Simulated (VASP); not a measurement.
Consider the following.

```
BN
1.0
    0.00000     1.80378     1.80378
    1.80378     0.00000     1.80378
    1.80378     1.80378     0.00000
B N
1 1
Direct
  0.00000   0.00000   0.00000
  0.25000   0.25000   0.25000
```

All values below come from PBEsol GGA, VASP's PBE PAW potentials (set 64) (plane waves; VASP). Settings: 520 eV cut-off, Gaussian smearing of 0.050 eV, potentials B N.

Question: Give the energies of bands 2 to 7 at the high-symmetry points, in eV from the valence-band maximum.

Answer: 
```
band     Γ      X      U       L      W
----  ----  -----  -----  ------  -----
2     0.00  -9.01  -8.19  -10.84  -7.62
3     0.00  -4.97  -7.81   -1.96  -7.09
4     0.00  -4.97  -4.13   -1.96  -6.63
5     8.79   4.28   6.77   10.17   9.46
6     8.79   9.13  12.82   10.65  13.33
7     8.79  17.97  15.85   10.65  14.37
```

The gap is indirect, 4.28 eV, from the valence maximum at Γ to the conduction minimum at X.

The structure comes from a measured BN entry (F-43m) of the Crystallography Open Database, whose conditions weren't checked. It was relaxed first.
